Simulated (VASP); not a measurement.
# Absorption of C (Diamond) from time-dependent hybrids

Wanted: excitation energies of C (Diamond) by functional. The cell has space group Fd-3m. The start is a cell from a database of measured crystal structures.

Main program and level: VASP 6.6.1; LDA; plane waves and PAW (C), in the first sound run; inputs show where later runs differ.

Most raw output is cut from this account.

### 1. Set-up

The structure is cubic, space group Fd-3m (No. 227). Conventional cell: a = 3.567 Å, b = 3.567 Å, c = 3.567 Å, α = 90.00°, β = 90.00°, γ = 90.00°. Nearest to C lie 4 C at 1.54 Å.

### 2. Ground state at LDA

Many-body steps start from the orbitals of a self-consistent run, here LDA. EDIFF is tight for accurate orbitals, and a narrow smearing avoids fractional occupations.

File INCAR:

```
SYSTEM = C
PREC = Accurate
ENCUT = 420
EDIFF = 1E-08
NELM = 100
ISMEAR = 0
SIGMA = 0.01
LREAL = .FALSE.
ALGO = Normal
GGA = CA
NBANDS = 10
LORBIT = 11
LWAVE = .TRUE.
LCHARG = .FALSE.
KPAR = 8
```

File POSCAR:

```
C
1.0
    0.0000000000      1.7833700000      1.7833700000
    1.7833700000      0.0000000000      1.7833700000
    1.7833700000      1.7833700000      0.0000000000
C
2
Direct
    0.7500000000      0.7500000000      0.7500000000
    0.5000000000      0.5000000000      0.5000000000
```

File KPOINTS:

```
Automatic mesh
0
Gamma
8 8 8
0 0 0
```

The projector-augmented-wave data sets are C (PBE family, release 64).

Run with:

```sh
$ mpirun -np 8 vasp_std
```

Run time: 1.4 s. Hardware: 8 MPI ranks of Intel Xeon Platinum 8488C (Sapphire Rapids), shared host; peak memory 0.81 GiB.

The gap is read on the k-mesh alone, so it is an upper bound where the band edges lie off the mesh. The PAW data sets were made with PBE, though LDA sets exist; this is a small mismatch.

A gap read on the k-mesh alone can miss the band edges.

Numbers from this step:

```yaml
free_energy_toten: -20.26 eV
fermi_energy: 9.571 eV
pressure: -14.12 GPa
gap_on_the_k_mesh: 4.090 eV
least_direct_gap_on_the_k_mesh: 5.534 eV
```

### 3. Empty bands, functional LDA

ALGO = Exact diagonalises the converged Hamiltonian in one step, and LOPTICS writes the k-derivatives of the orbitals (WAVEDER), which give the transition dipoles.

File INCAR:

```
SYSTEM = C
PREC = Accurate
ENCUT = 420
ISMEAR = 0
SIGMA = 0.01
LREAL = .FALSE.
GGA = CA
NBANDS = 24
ALGO = Exact
NELM = 1
LWAVE = .TRUE.
LCHARG = .FALSE.
LOPTICS = .TRUE.
NEDOS = 1000
CSHIFT = 0.1
```

POSCAR is that of step 2.

KPOINTS is that of step 2.

Run with:

```sh
$ mpirun -np 8 vasp_std
```

Wall time 2.2 s (8 MPI ranks); peak memory 0.84 GiB; 12 s of CPU time.

WAVECAR now holds 24 bands for 8 electrons. Its independent-particle dielectric tensor has xx, yy, zz = 6.0, 6.0, 6.0 on this mesh, which isn't tested for convergence in mesh or bands and lacks local fields.

### 4. Casida equation on LDA

This step: time-dependent LDA, Casida form; plane waves and PAW (C) (VASP 6.6.1).

The Casida equation, in the Tamm-Dancoff approximation (ANTIRES = 0), couples the pairs by a local exchange-correlation kernel; a semilocal kernel is short-ranged. On this coarse mesh the spectra break into peaks of single stars of k points, and those at the smallest gap weigh too much.

File INCAR:

```
SYSTEM = C
PREC = Accurate
ENCUT = 420
ISMEAR = 0
SIGMA = 0.01
LREAL = .FALSE.
GGA = CA
NBANDS = 24
ALGO = TDHF
NBANDSO = 4
NBANDSV = 4
OMEGAMAX = 25
NEDOS = 1000
CSHIFT = 0.1
PRECFOCK = Fast
LWAVE = .FALSE.
LCHARG = .FALSE.
ANTIRES = 0
LFXC = .TRUE.
LADDER = .FALSE.
```

POSCAR is that of step 3.

KPOINTS is that of step 3.

Run with:

```sh
$ mpirun -np 8 vasp_std
```

Elapsed: 1.7 min, on 8 MPI ranks; peak memory 3.4 GiB.

This step gave:

```yaml
lowest_excitation: 5.534 eV
```

The imaginary dielectric function, xx has structure finer than the step of the table below, so its rows give means over 1 eV, whole bins alone (the curve runs from 0 to 25 eV). Peaks (eV: height): 7.1: 8.88, 10.0: 15.0, 10.5: 16.1, 11.0: 36.5, 12.0: 10.1, 13.8: 15.6, 14.1: 15.8.

From 4 filled and 4 empty bands alone, without any pair above OMEGAMAX = 25 eV, so strength is missing wherever others contribute; lines are broadened by CSHIFT, which also makes the tail under the first line. Imaginary dielectric function, xx against photon energy; means over each step:

photon energy (eV), imaginary dielectric function, xx and a bar:
```
        1        0.0 
        2        0.0 
        3        0.0 
        4        0.1 
        5        0.5 #
        6        0.9 #
        7        4.4 #######
        8        2.4 ####
        9        5.9 #########
       10        9.1 ##############
       11       19.8 ##############################
       12        6.4 ##########
       13        6.2 #########
       14       12.6 ###################
       15        4.0 ######
       16        2.2 ###
       17        2.0 ###
       18        1.8 ###
       19        2.0 ###
       20        1.0 ##
       21        0.9 #
       22        1.1 ##
       23        0.6 #
       24        0.2
```

The lowest excitation lies at 5.534 eV, +0 meV against the direct gap of these orbitals. Peak heights aren't converged with the mesh, least of all at the onset.

### 5. Random-phase approximation on LDA

This step: RPA spectrum on LDA; plane waves and PAW (C) (VASP 6.6.1).

With the exchange-correlation kernel off, only the local fields remain: the random-phase approximation.

INCAR, as its differences from that of step 4:

```diff
@@ -18,3 +18,3 @@
 ANTIRES = 0
-LFXC = .TRUE.
+LFXC = .FALSE.
 LADDER = .FALSE.
```

POSCAR is that of step 4.

KPOINTS is that of step 4.

Run with:

```sh
$ mpirun -np 8 vasp_std
```

Wall time 1.7 min (8 MPI ranks); peak memory 3.4 GiB.

Numbers from this step:

```
lowest excitation : 5.535 eV
```

The imaginary dielectric function, xx has structure finer than the step of the table below, so its rows give means over 1 eV, whole bins alone (the curve runs from 0 to 25 eV). Peaks (eV: height): 7.1: 8.03, 10.0: 13.0, 10.5: 13.5, 11.0: 34.1, 12.0: 9.60, 13.8: 15.1, 14.5: 16.8.

From 4 filled and 4 empty bands alone, without any pair above OMEGAMAX = 25 eV, so strength is missing wherever others contribute; lines are broadened by CSHIFT, which also makes the tail under the first line. Imaginary dielectric function, xx against photon energy; means over each step:

```
photon energy (eV)  imaginary dielectric function, xx
                 1                            0.00878
                 2                             0.0191
                 3                             0.0339
                 4                             0.0630
                 5                              0.462
                 6                              0.844
                 7                               3.99
                 8                               2.19
                 9                               5.12
                10                               7.73
                11                               18.8
                12                               6.42
                13                               5.69
                14                               12.8
                15                               5.50
                16                               2.65
                17                               2.24
                18                               2.11
                19                               2.33
                20                               1.45
                21                               1.15
                22                               1.36
                23                              0.931
                24                              0.359
```

The lowest excitation lies at 5.535 eV, +1 meV against the direct gap of these orbitals. Peak heights aren't converged with the mesh, least of all at the onset.

### 6. Orbitals for ground state at HSE06

This step: LDA; plane waves and PAW (C) (VASP 6.6.1).

A hybrid converges faster from good orbitals, so a cheap LDA run writes WAVECAR first.

File INCAR:

```
SYSTEM = C
PREC = Accurate
ENCUT = 420
EDIFF = 1E-05
NELM = 100
ISMEAR = 0
SIGMA = 0.01
LREAL = .FALSE.
ALGO = Normal
GGA = CA
NBANDS = 10
LORBIT = 11
LWAVE = .TRUE.
LCHARG = .FALSE.
KPAR = 8
```

POSCAR is that of step 5.

KPOINTS is that of step 5.

Run with:

```sh
$ mpirun -np 8 vasp_std
```

Wall time 1.2 s (8 MPI ranks); peak memory 0.82 GiB; 5.1 s of CPU time.

Numbers from this step:

```
Fermi energy : 9.57 eV
pressure     : -14.08 GPa
```

The run ends at a pressure of -14.08 GPa.

### 7. Ground state at HSE06

This step: HSE06; plane waves and PAW (C) (VASP 6.6.1).

Many-body steps start from the orbitals of a self-consistent run, here HSE06. EDIFF is tight for accurate orbitals, and a narrow smearing avoids fractional occupations.

File INCAR:

```
SYSTEM = C
PREC = Accurate
ENCUT = 420
EDIFF = 1E-08
NELM = 100
ISMEAR = 0
SIGMA = 0.01
LREAL = .FALSE.
ALGO = Normal
LHFCALC = .TRUE.
AEXX = 0.25
GGA = PE
HFSCREEN = 0.2
LASPH = .TRUE.
NBANDS = 10
PRECFOCK = Fast
LORBIT = 11
LWAVE = .TRUE.
LCHARG = .FALSE.
KPAR = 8
```

POSCAR is that of step 6.

KPOINTS is that of step 6.

The run starts from files that an earlier step left in the folder.

Run with:

```sh
$ mpirun -np 8 vasp_std
```

Elapsed: 85 s, on 8 MPI ranks; peak memory 1.6 GiB.

The PAW data sets were made with PBE, which is usual practice but a small mismatch for other functionals.

This step gave:

```
free energy (TOTEN)            : -21.10 eV
Fermi energy                   : 9.258 eV
gap on the k-mesh              : 5.291 eV
least direct gap on the k-mesh : 6.984 eV
```

### 8. Empty bands, functional HSE06

File INCAR:

```
SYSTEM = C
PREC = Accurate
ENCUT = 420
ISMEAR = 0
SIGMA = 0.01
LREAL = .FALSE.
LHFCALC = .TRUE.
AEXX = 0.25
GGA = PE
HFSCREEN = 0.2
LASPH = .TRUE.
NBANDS = 24
PRECFOCK = Fast
ALGO = Exact
NELM = 1
LWAVE = .TRUE.
LCHARG = .FALSE.
LOPTICS = .TRUE.
NEDOS = 1000
CSHIFT = 0.1
```

POSCAR is that of step 7.

KPOINTS is that of step 7.

The run starts from files that an earlier step left in the folder.

Run with:

```sh
$ mpirun -np 8 vasp_std
```

Run time: 5 min. Hardware: 8 MPI ranks; peak memory 1.8 GiB.

### 9. Casida equation on HSE06

This step: time-dependent HSE06, Casida form; plane waves and PAW (C) (VASP 6.6.1).

The Casida equation, in the Tamm-Dancoff approximation (ANTIRES = 0), couples the pairs by a local exchange-correlation kernel and by exact exchange, which attracts electron and hole.

File INCAR:

```
SYSTEM = C
PREC = Accurate
ENCUT = 420
ISMEAR = 0
SIGMA = 0.01
LREAL = .FALSE.
LHFCALC = .TRUE.
AEXX = 0.25
GGA = PE
HFSCREEN = 0.2
LASPH = .TRUE.
NBANDS = 24
PRECFOCK = Fast
ALGO = TDHF
NBANDSO = 4
NBANDSV = 4
OMEGAMAX = 25
NEDOS = 1000
CSHIFT = 0.1
LWAVE = .FALSE.
LCHARG = .FALSE.
ANTIRES = 0
LFXC = .TRUE.
LADDER = .TRUE.
```

POSCAR is that of step 8.

KPOINTS is that of step 8.

The WAVECAR or CHGCAR of an earlier step is read.

Run with:

```sh
$ mpirun -np 8 vasp_std
```

Elapsed: 86 s, on 8 MPI ranks; peak memory 3.5 GiB.

Numbers from this step:

```yaml
lowest_excitation: 6.928 eV
direct_gap_less_the_lowest_excitation: 0.05540 eV
```

The imaginary dielectric function, xx has structure finer than the step of the table below, so its rows give means over 1 eV, whole bins alone (the curve runs from 0 to 25 eV). Peaks (eV: height): 8.3: 13.8, 10.1: 14.4, 11.5: 23.9, 12.1: 35.0, 12.4: 30.0, 13.8: 7.19, 15.5: 11.4.

From 4 filled and 4 empty bands alone, without any pair above OMEGAMAX = 25 eV, so strength is missing wherever others contribute; lines are broadened by CSHIFT, which also makes the tail under the first line. The imaginary dielectric function, xx by photon energy; means over each step:

```
photon energy (eV)  imaginary dielectric function, xx
                 1                            0.00733
                 2                             0.0156
                 3                             0.0262
                 4                             0.0421
                 5                             0.0713
                 6                              0.177
                 7                               1.57
                 8                               4.72
                 9                               4.39
                10                               7.09
                11                               11.0
                12                               21.4
                13                               6.57
                14                               4.09
                15                               6.83
                16                               5.89
                17                               1.34
                18                               1.13
                19                               1.11
                20                               1.03
                21                               1.01
                22                              0.828
                23                              0.310
                24                              0.412
```

Some of the lowest 40 states alone, with states under 2.5 meV apart joined, scaled to the strongest line shown. Exciton lines, with heights relative to the strongest:

```
position (eV)  lines merged  oscillator strength
        6.929             6                   37
        6.933             2                  0.0
        6.947             1                  0.0
        7.936             2                  0.0
        7.949             3                  0.0
        7.962             1                  0.0
        8.281             3                  100
        8.287             3                  0.0
        8.313             6                  0.0
        8.506             3                   55
```

The lowest excitation lies at 6.928 eV, -55 meV against the direct gap of these orbitals. No second mesh in this session tests these energies, peaks and heights, and most of the distance from the gap can be the mesh's own exchange term.

### 10. Random-phase approximation on HSE06

This step: RPA spectrum on HSE06; plane waves and PAW (C) (VASP 6.6.1).

INCAR, as its differences from that of step 9:

```diff
@@ -22,3 +22,3 @@
 ANTIRES = 0
-LFXC = .TRUE.
-LADDER = .TRUE.
+LFXC = .FALSE.
+LADDER = .FALSE.
```

POSCAR is that of step 9.

KPOINTS is that of step 9.

Run with:

```sh
$ mpirun -np 8 vasp_std
```

It took 70 s on 8 MPI ranks; peak memory 3.6 GiB.

This step gave:

| Quantity | Value |
| --- | --- |
| lowest excitation | 6.985 eV |

The imaginary dielectric function, xx has structure finer than the step of the table below, so its rows give means over 1 eV, whole bins alone (the curve runs from 0 to 25 eV). Peaks (eV: height): 10.3: 7.18, 11.8: 10.3, 12.3: 13.1, 12.8: 31.2, 14.0: 8.46, 15.8: 15.0, 16.3: 15.7.

From 4 filled and 4 empty bands alone, without any pair above OMEGAMAX = 25 eV, so strength is missing wherever others contribute; lines are broadened by CSHIFT, which also makes the tail under the first line. Table of imaginary dielectric function, xx by photon energy; means over each step:

photon energy (eV), imaginary dielectric function, xx and a bar:
```
        1        0.0 
        2        0.0 
        3        0.0 
        4        0.0 
        5        0.0 
        6        0.1 
        7        0.9 #
        8        1.5 ###
        9        3.5 ######
       10        3.0 #####
       11        4.3 #######
       12        8.1 ##############
       13       17.2 ##############################
       14        5.4 #########
       15        5.3 #########
       16       12.3 #####################
       17        6.1 ###########
       18        2.4 ####
       19        2.1 ####
       20        1.8 ###
       21        2.1 ####
       22        2.2 ####
       23        1.0 ##
       24        1.2 ##
```

The lowest excitation lies at 6.985 eV, +1 meV against the direct gap of these orbitals. Peak heights aren't converged with the mesh, least of all at the onset.

### 11. Dielectric constant

This step: LDA; plane waves and PAW (C) (VASP 6.6.1).

Perturbation theory (LEPSILON) gives the dielectric tensor with local fields, and the Born charges. The dielectric constant will set the share of exact exchange; it needs a finer mesh and uses the standard data sets.

File INCAR:

```
SYSTEM = C
PREC = Accurate
ENCUT = 520
EDIFF = 1E-08
NELM = 100
ISMEAR = 0
SIGMA = 0.01
LREAL = .FALSE.
ALGO = Normal
GGA = CA
NBANDS = 10
LWAVE = .FALSE.
LCHARG = .FALSE.
KPAR = 8
LEPSILON = .TRUE.
```

POSCAR is that of step 10.

File KPOINTS:

```
Automatic mesh
0
Gamma
14 14 14
0 0 0
```

Run with:

```sh
$ mpirun -np 8 vasp_std
```

Wall time 22 s (8 MPI ranks); peak memory 1.4 GiB; 2.9 min of CPU time.

Energies printed during the response cycles are not total energies of the cell.

Numbers from this step:

* Fermi energy: 9.548 eV
* pressure: -10.72 GPa
* gap on the k-mesh: 4.102 eV
* least direct gap on the k-mesh: 5.545 eV

Electronic dielectric tensor with local fields:

```
5.80 0.00 0.00
0.00 5.80 0.00
0.00 0.00 5.80
```

The Born effective charge vanishes on all sites.

The mean electronic (clamped-ion) dielectric constant is 5.80.

### 12. Ground state at PBE-EpsX

This step: PBE-EpsX; plane waves and PAW (C) (VASP 6.6.1).

The orbitals come from a self-consistent PBE-EpsX run. A small SIGMA keeps every occupation at zero or full. PBE-EpsX is PBE with a share of exact exchange equal to one over the dielectric constant found above.

File INCAR:

```
SYSTEM = C
PREC = Accurate
ENCUT = 420
EDIFF = 1E-08
NELM = 100
ISMEAR = 0
SIGMA = 0.01
LREAL = .FALSE.
ALGO = Normal
LHFCALC = .TRUE.
AEXX = 0.172
GGA = PE
LASPH = .TRUE.
NBANDS = 10
PRECFOCK = Fast
LORBIT = 11
LWAVE = .TRUE.
LCHARG = .FALSE.
KPAR = 8
```

POSCAR is that of step 11.

File KPOINTS:

```
Automatic mesh
0
Gamma
8 8 8
0 0 0
```

Run with:

```sh
$ mpirun -np 8 vasp_std
```

It took 81 s on 8 MPI ranks; peak memory 0.93 GiB; 10 min of CPU time.

Numbers from this step:

| Property | Result |
| --- | --- |
| free energy (TOTEN) | -20.90 eV |
| Fermi energy | 9.143 eV |
| gap on the k-mesh | 5.430 eV |
| least direct gap on the k-mesh | 7.034 eV |

### 13. Empty bands, functional PBE-EpsX, ε 5.79996

File INCAR:

```
SYSTEM = C
PREC = Accurate
ENCUT = 420
ISMEAR = 0
SIGMA = 0.01
LREAL = .FALSE.
LHFCALC = .TRUE.
AEXX = 0.172
GGA = PE
LASPH = .TRUE.
NBANDS = 24
PRECFOCK = Fast
ALGO = Exact
NELM = 1
LWAVE = .TRUE.
LCHARG = .FALSE.
LOPTICS = .TRUE.
NEDOS = 1000
CSHIFT = 0.1
```

POSCAR is that of step 12.

KPOINTS is that of step 12.

The run starts from files that an earlier step left in the folder.

Run with:

```sh
$ mpirun -np 8 vasp_std
```

Elapsed: 4.8 min, on 8 MPI ranks; peak memory 1 GiB.

(Part 1 of 2 ends here.)

[Lines on the potential files, build, host, timing and source positions are cut from VASP's logs without a mark.]

[Logs are printed without paths, hosts, clocks, repeated set-up lines and the standing remarks that a program may print on its own settings, such as how far it seeks lower states.]

[Hosts, paths, dates, database ids (printed as entryN), source tags and the programs' standing remarks are cut or masked in the printed files.]

[Pressures printed for these runs are not shown converged in the cutoff: they can be off by several GPa and have the wrong sign.]
